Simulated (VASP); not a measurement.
All values below come from MS2 meta-GGA, VASP's PBE PAW potentials (set 64) (plane waves; VASP 6.6.1).

VASP ran on this input.

### POSCAR
```
TiC
1
    0.0000000000     2.1409249873     2.1409249873
    2.1409249873     0.0000000000     2.1409249873
    2.1409249873     2.1409249873     0.0000000000
Ti C
1 1
Direct
  1.0000000000   1.0000000000   1.0000000000
  0.5000000000   0.5000000000   0.5000000000
```

File KPOINTS:
```
Automatic mesh
0
Gamma
14 14 14
0 0 0
```

### INCAR
```
EDIFF=1E-7
ALGO=Normal
LASPH=.TRUE.   ! aspherical one-centre terms
LWAVE=.FALSE.
SIGMA=0.1
LREAL=.FALSE.   ! projection in real space or not
ISIF=2   ! forces and stress, cell fixed
ISMEAR=1   ! Methfessel-Paxton
SYSTEM=TiC
METAGGA=MS2
NELM=100
ENCUT=520   ! plane-wave cut-off (eV)
PREC=Accurate
LMAXMIX=4
LMIXTAU=.TRUE.
LCHARG=.FALSE.
```

POTCAR, in this order: Ti_sv C (PBE.64 set). Program: vasp_std.

Output of the run:

**OSZICAR**
```
       N       E                     dE             d eps       ncg     rms          rms(c)
DAV:   1     0.952530477502E+02    0.95253E+02   -0.79875E+03  2500   0.151E+03
DAV:   2    -0.361272152827E+02   -0.13138E+03   -0.12559E+03  2556   0.375E+02
DAV:   3    -0.449850830943E+02   -0.88579E+01   -0.85320E+01  3416   0.941E+01
DAV:   4    -0.454445946568E+02   -0.45951E+00   -0.45872E+00  3308   0.196E+01
DAV:   5    -0.454595142108E+02   -0.14920E-01   -0.14919E-01  3436   0.312E+00    0.208E+01
DAV:   6    -0.275091688463E+02    0.17950E+02   -0.51821E+01  2852   0.123E+02    0.624E+00
DAV:   7    -0.254084085787E+02    0.21008E+01   -0.16380E+01  2640   0.631E+01    0.646E+00
DAV:   8    -0.253843469097E+02    0.24062E-01   -0.67290E-01  2916   0.979E+00    0.556E+00
DAV:   9    -0.253754718739E+02    0.88750E-02   -0.11110E-01  3268   0.391E+00    0.378E+00
DAV:  10    -0.257992583043E+02   -0.42379E+00   -0.13578E+00  2808   0.171E+01    0.301E+00
DAV:  11    -0.254231601485E+02    0.37610E+00   -0.18090E+00  2900   0.149E+01    0.577E-01
DAV:  12    -0.254378875825E+02   -0.14727E-01   -0.57281E-02  2764   0.267E+00    0.679E-01
DAV:  13    -0.254395379066E+02   -0.16503E-02   -0.12045E-02  3812   0.978E-01    0.667E-01
DAV:  14    -0.254412663262E+02   -0.17284E-02   -0.56516E-03  3352   0.850E-01    0.614E-01
DAV:  15    -0.254140499190E+02    0.27216E-01   -0.65745E-02  3048   0.309E+00    0.191E-01
DAV:  16    -0.254136602853E+02    0.38963E-03   -0.60908E-03  3584   0.737E-01    0.102E-01
DAV:  17    -0.254136753425E+02   -0.15057E-04   -0.97863E-05  2876   0.124E-01    0.820E-02
DAV:  18    -0.254136989182E+02   -0.23576E-04   -0.29444E-04  2816   0.150E-01    0.671E-02
DAV:  19    -0.254137040867E+02   -0.51685E-05   -0.24781E-05  2612   0.691E-02    0.624E-02
DAV:  20    -0.254136668754E+02    0.37211E-04   -0.16381E-05  3744   0.439E-02    0.458E-02
DAV:  21    -0.254136156387E+02    0.51237E-04   -0.58042E-05  3028   0.869E-02    0.167E-02
DAV:  22    -0.254135903348E+02    0.25304E-04   -0.22245E-06  2712   0.228E-02    0.905E-03
DAV:  23    -0.254135857059E+02    0.46289E-05   -0.33241E-06  2664   0.256E-02    0.391E-03
DAV:  24    -0.254135776034E+02    0.81025E-05   -0.86771E-07  3376   0.114E-02    0.160E-03
DAV:  25    -0.254135768030E+02    0.80038E-06   -0.36313E-07  2548   0.658E-03    0.269E-04
DAV:  26    -0.254135772448E+02   -0.44174E-06   -0.21362E-08  1296   0.192E-03    0.196E-04
DAV:  27    -0.254135771040E+02    0.14078E-06   -0.19681E-09  1264   0.593E-04    0.105E-04
DAV:  28    -0.254135775590E+02   -0.45502E-06   -0.12980E-09  1272   0.434E-04    0.152E-04
DAV:  29    -0.254135774028E+02    0.15616E-06   -0.68183E-10  1256   0.405E-04    0.119E-04
DAV:  30    -0.254135774405E+02   -0.37699E-07   -0.16499E-10  1272   0.174E-04
   1 F= -.25413577E+02 E0= -.25413590E+02  d E =0.363655E-04
```

File OUTCAR:
```
------------------------ aborting loop because EDIFF is reached ----------------------------------------
  FORCE on cell =-STRESS in cart. coord.  units (eV):
  Direction    XX          YY          ZZ          XY          YZ          ZX
  --------------------------------------------------------------------------------------
  Total        1.0463419      1.0463419      1.0463419     -0.0000000     -0.0000000      0.0000000
  in kB       85.4180869     85.4180869     85.4180869     -0.0000000     -0.0000000      0.0000000
  external PRESSURE =      85.4180869 kB  Pullay stress =       0.0000000 kB
  volume of cell :       19.63
      direct lattice vectors                 reciprocal lattice vectors
     0.000000000  2.140924987  2.140924987    -0.233543913  0.233543913  0.233543913
     2.140924987  0.000000000  2.140924987     0.233543913 -0.233543913  0.233543913
     2.140924987  2.140924987  0.000000000     0.233543913  0.233543913 -0.233543913
 POSITION                                       TOTAL-FORCE (eV/Angst)
 -----------------------------------------------------------------------------------
      0.00000      0.00000      0.00000        -0.000000     -0.000000     -0.000000
      2.14092      2.14092      2.14092         0.000000      0.000000      0.000000
 -----------------------------------------------------------------------------------
    total drift:                                0.000000     -0.000000     -0.000000
  FREE ENERGIE OF THE ION-ELECTRON SYSTEM (eV)
  ---------------------------------------------------
  free  energy   TOTEN  =       -25.4135774405 eV

  energy  without entropy=      -25.4136138060  energy(sigma->0) =      -25.41358956
```
(Selected blocks of OUTCAR.)

The compound is TiC in the rock salt structure. This cell is one point of a volume scan, at 0.97 of the reference volume.
